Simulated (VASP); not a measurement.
These are PBE GGA with spin-orbit coupling, VASP's PBE PAW potentials (set 64) (plane waves; VASP) values and carry that method's errors.

The input files of a VASP run:

File POSCAR:
```
Tc2B
4.8602420
  0.8161437229   0.0000000000   0.0000000000
 -0.4080718614   0.7068010194   0.0000000000
  0.0000000000   0.0000000000   1.0000000000
B Tc
2 4
Cart
 -0.0000004081   0.4712009152   0.2500000000
  0.4080722695   0.2356001042   0.7500000000
  0.0000000000   0.0000000000   0.0000000000
  0.0000000000   0.0000000000   0.5000000000
 -0.0000004081   0.4712009152   0.7500000000
  0.4080722695   0.2356001042   0.2500000000
```

KPOINTS:
```
Automatic mesh
0
gamma
 6 6 5
0 0 0
```

INCAR:
```
LREAL=.FALSE.
LWAVE=.FALSE.
LMAXMIX=4
ISMEAR=-1   # Fermi-Dirac
LCHARG=.FALSE.
PREC=Accurate
SYSTEM=Tc2B
ENCUT=400   # plane-wave cut-off (eV)
LASPH=.TRUE.   # aspherical one-centre terms
LSORBIT=.TRUE.
GGA=PE   # PBE
LNONCOLLINEAR=.TRUE.
LORBIT=11
GGA_COMPAT=.FALSE.
ISIF=2
NELM=100   # most electronic steps
SIGMA=0.1   # width (eV)
EDIFF=1E-6   # SCF stop (eV)
ALGO=Normal   # blocked Davidson
MAGMOM=18*0.0
```

POTCAR, in this order: B Tc_pv (PBE.64 set). Program: vasp_ncl.

At this cut-off the stress carries a Pulay error, which pulls relaxed volumes low.

### Question
Predict the energy per atom (σ→0), pressure, band gap (on the k-mesh).

### Answer

```
Property                                                     Value
------------------------  ----------------------------------------
energy per atom (σ→0)                               -8.823 eV/atom
band gap (on the k-mesh)  none (metal, semimetal or under 0.01 eV)
pressure                                                224.9 kbar
```

**OSZICAR**
```
...
DAV:  10    -0.530343060567E+02    0.19108E-01   -0.80771E-02  3420   0.209E+00    0.389E-01
DAV:  11    -0.530349239722E+02   -0.61792E-03   -0.15550E-02  3636   0.672E-01    0.271E-01
DAV:  12    -0.530341425376E+02    0.78143E-03   -0.40223E-03  3440   0.509E-01    0.624E-02
DAV:  13    -0.530340931204E+02    0.49417E-04   -0.48139E-04  3620   0.118E-01    0.135E-02
DAV:  14    -0.530340854412E+02    0.76793E-05   -0.13847E-05  3444   0.242E-02    0.725E-03
DAV:  15    -0.530340837240E+02    0.17172E-05   -0.24612E-06  2700   0.898E-03    0.272E-03
DAV:  16    -0.530340837534E+02   -0.29423E-07   -0.34843E-07  1716   0.432E-03
   1 F= -.53034084E+02 E0= -.52939545E+02  d E =-.189078E+00  mag=     0.0000     0.0000     0.0000
```

The structure was generated: Tc2B was put into an ordered model structure, which need not be its known phase. The cell was not relaxed at this level. The k-mesh is coarse (spacing up to 0.30 per Å, 2π included), so the numbers may not be converged in it. The run is one of a series of settings (GGA_COMPAT = .FALSE., LNONCOLLINEAR = .TRUE., LSORBIT = .TRUE., MAGMOM = 0.0 0.0 0.0 0.0 0.0 0.0 0.0 0.0 0.0 0.0 0.0 0.0 0.0 0.0 0.0 0.0 0.0 0.0, program vasp_ncl against the base run), some of them coarse on purpose.
